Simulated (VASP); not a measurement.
Given:

```
CELL_PARAMETERS angstrom
      1.52669    -2.64431     0.00000
      1.52669     2.64431     0.00000
      0.00000     0.00000     3.44492
ATOMIC_POSITIONS crystal
  Mg 0.00000 0.00000 0.00000
  B  0.33333 0.66667 0.50000
  B  0.66667 0.33333 0.50000
```

These are PBE GGA with D3 dispersion (Becke-Johnson damping), VASP's PBE PAW potentials (set 64) (plane waves; VASP) values and carry that method's errors. Settings: 520 eV cut-off, Gaussian smearing of 0.050 eV, potentials Mg B.

Problem. Give the energies of bands 1 to 6 at the high-symmetry points, in eV from the Fermi level.

Solution. 
```tsv
band	Γ	M	K	A	L	H
1	-12.61	-8.64	-7.35	-11.24	-7.58	-6.38
2	-2.84	-7.96	-7.35	-7.54	-6.99	-6.38
3	0.39	-2.21	-5.98	0.81	-3.63	-5.26
4	0.39	0.33	1.95	0.81	-1.89	-2.05
5	2.02	3.30	1.95	6.75	-1.28	-2.05
6	6.42	3.94	6.53	6.75	5.95	3.84
```

It has no gap at this level: it comes out as a metal or semimetal.

The compound is MgB2 in the AlB2 type structure. It was relaxed first.
